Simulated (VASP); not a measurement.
Method: optB88-vdW, VASP's PBE PAW potentials (set 64) (plane waves; VASP).

A VASP calculation is set up with these files.

KPOINTS:
```
Automatic mesh
0
Gamma
7 7 4
0 0 0
```

INCAR:
```
SYSTEM = La2O3
PREC = Accurate
ENCUT = 520
EDIFF = 1E-7
NELM = 100
ALGO = Normal
LREAL = .FALSE.
LASPH = .TRUE.
ISMEAR = -5
GGA = BO
PARAM1 = 0.1833333333
PARAM2 = 0.22
LUSE_VDW = .TRUE.
AGGAC = 0.0
LMAXMIX = 6
LWAVE = .FALSE.
LCHARG = .TRUE.
LORBIT = 11
NEDOS = 601
ISIF = 2
LEFG = .TRUE.
```

File POSCAR:
```
La2O3
1
    1.9696642784    -3.4115585132     0.0000000000
    1.9696642784     3.4115585132     0.0000000000
    0.0000000000     0.0000000000     6.1178441380
La O
2 3
Direct
  0.3333330000   0.6666670000   0.2455392232
  0.6666670000   0.3333330000   0.7544607768
  0.0000000000   0.0000000000   0.0000000000
  0.3333330000   0.6666670000   0.6462670882
  0.6666670000   0.3333330000   0.3537329118
```

POTCAR, in this order: La O (PBE.64 set). Program: vasp_std.

Q: What will the output report for the number of irreducible k-points (NKPTS), largest plane-wave count, number of space-group operations, FFT grid (NGX, NGY, NGZ)?

A: 
The number of irreducible k-points (NKPTS) is 28 and the largest plane-wave count comes out as 2249. The number of space-group operations is 12 and the FFT grid (NGX, NGY, NGZ) is 30 × 30 × 48.

The compound is La2O3 in the a-type structure. It was relaxed first.
